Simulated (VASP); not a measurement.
Input:

```
CELL_PARAMETERS angstrom
      1.54000    -2.66736     0.00000
      1.54000     2.66736     0.00000
      0.00000     0.00000     5.05000
ATOMIC_POSITIONS crystal
  Si 0.66667 0.33333 0.50000
  Si 0.33333 0.66667 0.00000
  C  0.66667 0.33333 0.87500
  C  0.33333 0.66667 0.37500
```

All values below come from PBE GGA, VASP's PBE PAW potentials (set 64) (plane waves; VASP). Run with 520 eV cut-off, 8×8×4 Monkhorst-Pack mesh, Gaussian smearing of 0.050 eV, potentials Si C.

Question: What does the run give for the energy per atom (σ→0), pressure?

Answer: 
```
Quantity                        Value
---------------------  --------------
energy per atom (σ→0)  -7.526 eV/atom
pressure                     2.69 GPa
```

The absolute energy has meaning only against runs of the same code, potentials and settings.

The compound is SiC in the wurtzite structure, the rare 2H polytype. The cell was not relaxed at this level. The run is one of a series of settings (KPOINTS 8×8×4 Monkhorst-Pack mesh against the base run), some of them coarse on purpose.
